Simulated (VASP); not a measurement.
```xyz
8
Lattice="3.4197 -5.8340 0.0000 1.6713 2.8947 0.0000 0.0000 0.0000 5.4092" Properties=species:S:1:pos:R:3 pbc="T T T"
In     1.7493    -1.0100     2.6953
In     1.6318     0.9877     5.3999
N      1.8176    -1.0494     4.8339
N      1.5635     1.0272     2.1292
N      3.2867    -3.8274     4.6731
N      3.5140    -2.0288     1.9685
Ga     3.3876    -3.8857     2.6947
Ga     3.4131    -1.9706     5.3994
```

These are PBEsol GGA, VASP's PBE PAW potentials (set 64) (plane waves; VASP) values and carry that method's errors. Numerical set-up: 520 eV cut-off, 4×9×5 Γ-centred mesh, tetrahedra with Blöchl corrections, potentials In_d N Ga_d.

The cores are frozen, which limits the accuracy of field gradients.

Question: Give the principal components of the electric field gradient (V/Å²) and the asymmetry η at each nucleus.

Answer: 
```csv
atom,Vxx,Vyy,Vzz,η
In1,27.2,1.7,-28.8,0.89
In2,27.2,1.7,-28.8,0.89
N3,-9.9,-0.9,10.8,0.83
N4,-9.9,-0.9,10.8,0.83
N5,4.9,1.8,-6.8,0.46
N6,4.9,1.8,-6.8,0.46
Ga7,12.7,7.6,-20.3,0.25
Ga8,12.7,7.6,-20.3,0.25
```

The structure was generated: Ga2In2N4 was put into an ordered model structure (Pmn2_1), which need not be its known phase. It was relaxed first.
